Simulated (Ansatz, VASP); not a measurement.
# CuF2 (CuF2 monolayer) in two plane-wave programs, part 2 of 2

One calculation is typed for both programs; each brings its own data sets. How far apart do they land? The cell is taken from a series of runs on this material, whose earlier steps may have relaxed, scaled, displaced or heated it; both programs get it as it stands.

VASP 6.6.1 and Ansatz 0.2.0.

So far: Set-up; Ansatz: single point, r2SCAN, DFT+U.

### Step 3. VASP: single point, r2SCAN, DFT+U

Level of this step: r2SCAN, DFT+U (Cu d 3.9 eV), spin-polarised from a ferrimagnetic start; plane waves and PAW (Cu, F) (VASP).

The same cell, functional, mesh and smearing now go to VASP, with its own data sets.

Lines of VASP's logs that name or quote its potential files are left out, and so is its time.

The input, INCAR:

```
SYSTEM = CuF2
PREC = Accurate
ENCUT = 580
EDIFF = 1E-06
NELM = 200
ISMEAR = -1
SIGMA = 0.03
LREAL = .FALSE.
ALGO = Normal
METAGGA = R2SCAN
LASPH = .TRUE.
NBANDS = 52
ISPIN = 2
MAGMOM = 0.8 0.8 -0.77 0 0.07 0 0.07 0 0
LDAU = .TRUE.
LDAUTYPE = 2
LDAUL = 2 -1
LDAUU = 3.9 0
LDAUJ = 0 0
LDAUPRINT = 1
LMAXMIX = 4
LORBIT = 11
LWAVE = .FALSE.
LCHARG = .FALSE.
ISIF = 2
GGA_COMPAT = .FALSE.
LMIXTAU = .TRUE.
KPAR = 2
```

The input, POSCAR:

```
CuF2
1.0
    3.7327980000      3.7327980000      0.0000000000
    0.0000000000     11.1983940000      0.0000000000
    0.0000000000      0.0000000000     15.0000000000
Cu F
3 6
Direct
    0.0000000000      0.0000000000      0.5000000000
    0.0000000000      0.3333333333      0.5000000000
    0.0000000000      0.6666666667      0.5000000000
    0.5000000000      0.8333333333      0.5000000000
    0.5000000000      0.1666666667      0.5000000000
    0.5000000000      0.5000000000      0.5000000000
    0.0000000000      0.1666666667      0.5000000000
    0.0000000000      0.5000000000      0.5000000000
    0.0000000000      0.8333333333      0.5000000000
```

The input, KPOINTS:

```
Automatic mesh
0
Gamma
7 7 1
0 0 0
```

The projector-augmented-wave data sets are Cu and F (PBE family, release 64).

Run with:

```console
> mpirun -np 2 vasp_std
```

Numbers of over 12 decimals in the logs are rounded to 6 here.

The program printed:

```text
[banner, memory and clock lines left out]
running    2 mpi-ranks, on    1 nodes
 distrk:  each k-point on    1 cores,    2 groups
 distr:  one band on    1 cores,    1 groups

 POSCAR found type information on POSCAR CuF
 POSCAR found :  2 types and       9 ions
|                                                                             |
|               ----> ADVICE to this user running VASP <----                  |
|                                                                             |
|     You enforced a specific xc type in the INCAR file but a different       |
|     [... a line on the potential file left out ...]
|     I HOPE YOU KNOW WHAT YOU ARE DOING!                                     |
|                                                                             |

 LDA part: xc-table for (None), standard interpolation
 POSCAR, INCAR and KPOINTS ok, starting setup
 FFT: planning ... GRIDC
 FFT: planning ... GRID_SOFT
 FFT: planning ... GRID
 WAVECAR not read
 entering main loop
       N       E                     dE             d eps       ncg     rms          rms(c)
DAV:   1     0.838690681884E+03    0.83869E+03   -0.29907E+04  3328   0.128E+03
DAV:   2     0.105181762749E+03   -0.73351E+03   -0.64858E+03  3988   0.325E+02
DAV:   3    -0.774282435040E+02   -0.18261E+03   -0.17935E+03  4636   0.192E+02
DAV:   4    -0.882324312821E+02   -0.10804E+02   -0.10780E+02  4600   0.628E+01
DAV:   5    -0.883939555612E+02   -0.16152E+00   -0.16146E+00  4688   0.826E+00    0.182E+01
DAV:   6    -0.729373819136E+02    0.15457E+02   -0.55216E+01  5240   0.111E+02    0.634E+00
DAV:   7    -0.659085325276E+02    0.70288E+01   -0.86749E+00  5068   0.309E+01    0.473E+00
DAV:   8    -0.692139662634E+02   -0.33054E+01   -0.17098E+00  4652   0.289E+01    0.278E+00
DAV:   9    -0.646141916015E+02    0.45998E+01   -0.13396E+00  4824   0.185E+01    0.148E+00
DAV:  10    -0.647893053870E+02   -0.17511E+00   -0.39835E-01  4528   0.681E+00    0.573E-01
DAV:  11    -0.643627719800E+02    0.42653E+00   -0.10899E-01  4088   0.265E+00    0.256E-01
DAV:  12    -0.639805531316E+02    0.38222E+00   -0.57822E-02  4140   0.214E+00    0.152E-01
DAV:  13    -0.636213346807E+02    0.35922E+00   -0.62779E-02  3620   0.192E+00    0.116E-01
DAV:  14    -0.634929557248E+02    0.12838E+00   -0.13282E-01  3500   0.252E+00    0.160E-01
[...]
DAV:  26    -0.634768204190E+02   -0.20784E-02   -0.59128E-04  3336   0.191E-01    0.327E-03
DAV:  27    -0.634775832043E+02   -0.76279E-03   -0.86103E-05  3408   0.788E-02    0.348E-03
DAV:  28    -0.634781362896E+02   -0.55309E-03   -0.24636E-05  3768   0.470E-02    0.331E-03
DAV:  29    -0.634792816045E+02   -0.11453E-02   -0.23095E-04  3336   0.107E-01    0.242E-03
DAV:  30    -0.634795063932E+02   -0.22479E-03   -0.37263E-05  3520   0.468E-02    0.212E-03
DAV:  31    -0.634795112084E+02   -0.48152E-05   -0.62260E-06  3228   0.227E-02    0.813E-04
DAV:  32    -0.634795248149E+02   -0.13607E-04   -0.73683E-06  3120   0.225E-02    0.783E-04
DAV:  33    -0.634795252452E+02   -0.43028E-06   -0.21568E-06  2832   0.131E-02
   1 F= -.63479525E+02 E0= -.63479525E+02  d E =-.224786E-11  mag=     1.0000
```

From OUTCAR (step 3):

```text
ion  position               nearest neighbor table
   1  0.000  0.000  0.500-   4 1.87   5 1.87   9 1.87   7 1.87
   2  0.000  0.333  0.500-   7 1.87   5 1.87   6 1.87   8 1.87
   3  0.000  0.667  0.500-   9 1.87   6 1.87   4 1.87   8 1.87
   4  0.500  0.833  0.500-   3 1.87   1 1.87
   5  0.500  0.167  0.500-   1 1.87   2 1.87
   6  0.500  0.500  0.500-   2 1.87   3 1.87
   7  0.000  0.167  0.500-   2 1.87   1 1.87
   8  0.000  0.500  0.500-   2 1.87   3 1.87
   9  0.000  0.833  0.500-   3 1.87   1 1.87

  LATTYP: Found a base centered orthorhombic cell.
 ALAT       =     5.2789735572
 B/A-ratio  =     3.0000000000
 C/A-ratio  =     2.8414614768

 Subroutine GETGRP returns: Found  8 space group operations
 (whereof  8 operations were pure point group operations)

The static configuration has the point symmetry D_2h.

 Found     16 irreducible k-points:

   k-points           NKPTS =     16   k-points in BZ     NKDIM =     16   number of bands    NBANDS=     52

   dimension x,y,z NGX =    42 NGY =   90 NGZ =  120
   dimension x,y,z NGXF=    84 NGYF=  180 NGZF=  240

   ENCUT  =  580.0 eV  42.63 Ry    6.53 a.u.  10.37 21.99 29.46*2*pi/ulx,y,z

   NELECT =      75.0000    total number of electrons

 k-points in reciprocal lattice and weights: Automatic mesh
   0.00000000  0.00000000  0.00000000       0.020
   0.14285714  0.00000000  0.00000000       0.082
   0.28571429  0.00000000  0.00000000       0.082
   0.42857143  0.00000000  0.00000000       0.082
   0.00000000  0.14285714  0.00000000       0.041
   0.14285714  0.14285714  0.00000000       0.082
   0.28571429  0.14285714  0.00000000       0.082
   0.42857143  0.14285714  0.00000000       0.041
  -0.42857143  0.14285714  0.00000000       0.082
[...]
0.00000000  0.42857143  0.00000000       0.041
   0.28571429  0.42857143  0.00000000       0.041

atom =   1  type =  1  l = 2

 onsite density matrix

spin component  1

  0.9883  0.0000  0.0000  0.0000  0.0000
  0.0000  0.9810  0.0000  0.0000  0.0000
  0.0000  0.0000  0.9677  0.0000  0.0000
  0.0000  0.0000  0.0000  0.9810  0.0000
  0.0000  0.0000  0.0000  0.0000  1.0316

spin component  2

  0.9882  0.0000 -0.0000  0.0000  0.0000
  0.0000  0.9796  0.0000  0.0000  0.0000
 -0.0000  0.0000  0.9595  0.0000  0.0000
  0.0000  0.0000  0.0000  0.9796  0.0000
  0.0000  0.0000  0.0000  0.0000  0.2129

 occupancies and eigenvectors

  o =  0.2129  v =  0.0000  0.0000  0.0000  0.0000  0.0000 -0.0000  0.0000 -0.0000  0.0000  1.0000      0.0000  0.0000  0.0000  0.0000  0.0000  0.0000  0.0000  0.0000  0.0000  0.0000
  o =  0.9595  v =  0.0000  0.0000  0.0000  0.0000  0.0000 -0.0001  0.0000 -1.0000 -0.0000 -0.0000      0.0000  0.0000  0.0000  0.0000  0.0000  0.0000  0.0000  0.0000  0.0000  0.0000
  o =  0.9677  v = -0.0001  0.0000  1.0000  0.0000 -0.0000  0.0000  0.0000  0.0000  0.0000  0.0000      0.0000  0.0000  0.0000  0.0000  0.0000  0.0000  0.0000  0.0000  0.0000  0.0000
  o =  0.9796  v =  0.0000  0.0000  0.0000  0.0000  0.0000  0.0000  0.7071  0.0000 -0.7071 -0.0000      0.0000  0.0000  0.0000  0.0000  0.0000  0.0000  0.0000  0.0000  0.0000  0.0000
  o =  0.9796  v =  0.0000  0.0000  0.0000  0.0000  0.0000  0.0000  0.7071  0.0000  0.7071  0.0000      0.0000  0.0000  0.0000  0.0000  0.0000  0.0000  0.0000  0.0000  0.0000  0.0000
  o =  0.9810  v =  0.0000  0.7071 -0.0000 -0.7071 -0.0000  0.0000  0.0000  0.0000  0.0000  0.0000      0.0000  0.0000  0.0000  0.0000  0.0000  0.0000  0.0000  0.0000  0.0000  0.0000
  o =  0.9810  v = -0.0000 -0.7071  0.0000 -0.7071 -0.0000  0.0000  0.0000  0.0000  0.0000  0.0000      0.0000  0.0000  0.0000  0.0000  0.0000  0.0000  0.0000  0.0000  0.0000  0.0000
  o =  0.9882  v =  0.0000  0.0000  0.0000  0.0000  0.0000 -1.0000  0.0000  0.0001  0.0000  0.0000      0.0000  0.0000  0.0000  0.0000  0.0000  0.0000  0.0000  0.0000  0.0000  0.0000
  o =  0.9883  v = -1.0000  0.0000 -0.0001  0.0000 -0.0000  0.0000  0.0000  0.0000  0.0000  0.0000      0.0000  0.0000  0.0000  0.0000  0.0000  0.0000  0.0000  0.0000  0.0000  0.0000
  o =  1.0316  v =  0.0000 -0.0000 -0.0000  0.0000 -1.0000  0.0000  0.0000  0.0000  0.0000  0.0000      0.0000  0.0000  0.0000  0.0000  0.0000  0.0000  0.0000  0.0000  0.0000  0.0000

atom =   2  type =  1  l = 2

 onsite density matrix

spin component  1

spin component  2

 occupancies and eigenvectors

[...]
o =  0.9794  v = -0.0000 -0.7071 -0.0000  0.7071  0.0000  0.0000  0.0000  0.0000  0.0000  0.0000      0.0000  0.0000  0.0000  0.0000  0.0000  0.0000  0.0000  0.0000  0.0000  0.0000
  o =  0.9809  v =  0.0000  0.0000  0.0000  0.0000  0.0000  0.0000  0.7071  0.0000 -0.7071  0.0000      0.0000  0.0000  0.0000  0.0000  0.0000  0.0000  0.0000  0.0000  0.0000  0.0000
  o =  0.9809  v =  0.0000  0.0000  0.0000  0.0000  0.0000  0.0000  0.7071  0.0000  0.7071  0.0000      0.0000  0.0000  0.0000  0.0000  0.0000  0.0000  0.0000  0.0000  0.0000  0.0000
  o =  0.9880  v = -1.0000  0.0000  0.0001 -0.0000  0.0000  0.0000  0.0000  0.0000  0.0000  0.0000      0.0000  0.0000  0.0000  0.0000  0.0000  0.0000  0.0000  0.0000  0.0000  0.0000
  o =  0.9883  v =  0.0000  0.0000  0.0000  0.0000  0.0000 -1.0000  0.0000 -0.0003  0.0000  0.0000      0.0000  0.0000  0.0000  0.0000  0.0000  0.0000  0.0000  0.0000  0.0000  0.0000
  o =  1.0267  v =  0.0000  0.0000  0.0000  0.0000  0.0000  0.0000  0.0000  0.0000  0.0000  1.0000      0.0000  0.0000  0.0000  0.0000  0.0000  0.0000  0.0000  0.0000  0.0000  0.0000

 average (electrostatic) potential at core
       1 -81.6013       2 -81.6013       3 -81.5341       4 -87.4719       5 -87.3909
       6 -87.4719       7 -87.3909       8 -87.4719       9 -87.4719

 E-fermi :  -5.6477

 spin component 1
 k-point     1 :       0.0000    0.0000    0.0000
  band No.  band energies     occupation
    ...
     34      -7.3665      1.00000
     35      -7.2481      1.00000
     36      -7.1839      1.00000
     37      -7.1726      1.00000
     38      -6.3395      1.00000
     39      -2.4193      0.00000
     40      -0.7149      0.00000
     41       1.0135      0.00000
     42       1.4112      0.00000
     43       2.1496      0.00000
    ...

 k-point     2 :       0.1429    0.0000    0.0000
  band No.  band energies     occupation
    ...
     34      -7.3360      1.00000
     35      -7.2528      1.00000
     36      -7.1248      1.00000
     37      -7.0428      1.00000
     38      -6.5618      1.00000
     39      -2.4766      0.00000
     40      -0.3678      0.00000
     41       1.1894      0.00000
     42       1.3420      0.00000
     43       1.6401      0.00000
    ...

 k-point     3 :       0.2857    0.0000    0.0000
  band No.  band energies     occupation
    ...
     34      -7.2995      1.00000
     35      -7.2724      1.00000
     36      -7.1833      1.00000
     37      -7.1799      1.00000
     38      -6.8476      1.00000
     39      -2.6379      0.00000
     40       0.5513      0.00000
     41       0.9595      0.00000
     42       1.6948      0.00000
     43       1.9390      0.00000
    ...

 k-point     4 :       0.4286    0.0000    0.0000
  band No.  band energies     occupation
    ...
     34      -7.2744      1.00000
     35      -7.2374      1.00000
     36      -7.2162      1.00000
     37      -7.1611      1.00000
     38      -6.9976      1.00000
     39      -2.8033      0.00000
     40       1.0333      0.00000
     41       1.5730      0.00000
     42       1.7048      0.00000
     43       1.9851      0.00000
    ...

 k-point     5 :       0.0000    0.1429    0.0000
  band No.  band energies     occupation
    ...
     34      -7.3669      1.00000
     35      -7.2896      1.00000
     36      -7.1573      1.00000
     37      -7.0680      1.00000
     38      -6.3807      1.00000
     39      -2.4044      0.00000
     40      -0.6365      0.00000
     41       1.0528      0.00000
     42       1.4616      0.00000
     43       1.5195      0.00000
    ...

 k-point     6 :       0.1429    0.1429    0.0000
  band No.  band energies     occupation
    ...
     34      -7.2506      1.00000
     35      -7.2253      1.00000
     36      -7.1445      1.00000
     37      -7.1391      1.00000
     38      -6.5028      1.00000
     39      -2.5002      0.00000
     40      -0.5210      0.00000
     41       1.1115      0.00000
     42       1.5383      0.00000
     43       1.9394      0.00000
    ...

  Total       -1.1015395     -1.1015395     -0.2548485     -0.0116070      0.0000000      0.0000000
  in kB       -2.8146809     -2.8146809     -0.6511951     -0.0296584      0.0000000      0.0000000
  external PRESSURE =      -2.0935190 kB  Pullay stress =       0.0000000 kB

  energy-cutoff  :      580.00
  volume of cell :      627.02
      direct lattice vectors                 reciprocal lattice vectors
     3.732798000  3.732798000  0.000000000     0.267895557  0.000000000  0.000000000
     0.000000000 11.198394000  0.000000000    -0.089298519  0.089298519  0.000000000
     0.000000000  0.000000000 15.000000000     0.000000000  0.000000000  0.066666667

 POSITION                                       TOTAL-FORCE (eV/Angst)
 -----------------------------------------------------------------------------------
      0.00000      0.00000      7.50000         0.054653     -0.054653      0.000000
      0.00000      3.73280      7.50000        -0.054653      0.054653      0.000000
      0.00000      7.46560      7.50000         0.000000      0.000000      0.000000
      1.86640     11.19839      7.50000         0.001927     -0.007032      0.000000
      1.86640      3.73280      7.50000         0.000000      0.000000      0.000000
      1.86640      7.46560      7.50000        -0.001927      0.007032      0.000000
      0.00000      1.86640      7.50000         0.000000      0.000000      0.000000
      0.00000      5.59920      7.50000        -0.007032      0.001927      0.000000
      0.00000      9.33199      7.50000         0.007032     -0.001927      0.000000
 -----------------------------------------------------------------------------------
    total drift:                                0.000000     -0.000000      0.000000

  FREE ENERGIE OF THE ION-ELECTRON SYSTEM (eV)
  ---------------------------------------------------
  free  energy   TOTEN  =       -63.4795252452 eV

  energy  without entropy=      -63.4795252452  energy(sigma->0) =      -63.47952525

 total charge
# of ion       s       p       d       tot
------------------------------------------
    1        0.319   0.367   9.050   9.736
    2        0.319   0.367   9.050   9.736
    3        0.318   0.365   9.061   9.744
    4        1.731   4.403   0.000   6.134
    5        1.730   4.408   0.000   6.138
    6        1.731   4.403   0.000   6.134
    7        1.730   4.408   0.000   6.138
    8        1.731   4.403   0.000   6.134
    9        1.731   4.403   0.000   6.134
--------------------------------------------------
tot         11.337  27.527  27.162  66.026

 magnetization (x)
# of ion       s       p       d       tot
------------------------------------------
    1       -0.002   0.001   0.830   0.829
    2       -0.002   0.001   0.830   0.829
    3        0.012   0.008  -0.809  -0.789
    4        0.000   0.002   0.000   0.002
    5        0.005   0.061   0.000   0.067
    6        0.000   0.002   0.000   0.002
    7        0.005   0.061   0.000   0.067
    8        0.000   0.002   0.000   0.002
    9        0.000   0.002   0.000   0.002
--------------------------------------------------
tot          0.019   0.138   0.852   1.009

[... 6 further parts left out ...]
```

The magnetic state follows from one typed start and may not be the lowest.

### Step 4. Comparison

Known differences besides the potentials themselves: VASP starts from the moments at which Ansatz ended; U acts on the PAW sphere in VASP and on atomic orbitals in Ansatz, so only states and trends compare; VASP keeps PBE cores, Ansatz makes them for the functional; the data sets hold 99 valence electrons in Ansatz (on its default PAW (the set named soft_2) files) and 75 in VASP; the cutoff is 500 eV in Ansatz and 580 eV in VASP; site moments are counted in spheres of each program's own size. Total energies have different zeros and are not compared.

Both answers:

| quantity | Ansatz | VASP | difference |
| --- | --- | --- | --- |
| gap on the k mesh (eV) | 2.807 | 3.163 | -0.356 |
| total moment (μB) | 1.00 | 1.00 | 0.00 |
| moment on Cu1 (μB) | 0.80 | 0.83 | -0.03 |
| moment on Cu2 (μB) | 0.80 | 0.83 | -0.03 |
| moment on Cu3 (μB) | -0.77 | -0.79 | +0.02 |
| moment on F5 (μB) | 0.07 | 0.07 | +0.01 |
| moment on F7 (μB) | 0.07 | 0.07 | +0.01 |

A gap on the mesh is an upper bound, since the band edges may lie between its points. With vacuum in the cell, a pressure given here is an average over mostly empty space and none of the material.

### Step 5. Results

```
difference in gap on the k mesh (single point, r2SCAN, DFT+U) : -0.36 eV
```

**Reading.** The difference in gap on the k mesh is -0.36 eV (single point, r2SCAN, DFT+U). The data sets hold unlike numbers of valence electrons (99 in Ansatz and 75 in VASP), so part of the differences comes from the potentials. What causes the difference of the single point, r2SCAN, DFT+U pair stays open here. How closely two codes agree says nothing of how well the functional describes the real material.

[Lines on the potential files, build, host, timing and source positions are cut from VASP's logs without a mark.]

[Logs are printed without paths, hosts, clocks, repeated set-up lines and the standing remarks that a program may print on its own settings, such as how far it seeks lower states.]

[Hosts, paths, dates, database ids (printed as entryN), source tags and the programs' standing remarks are cut or masked in the printed files.]
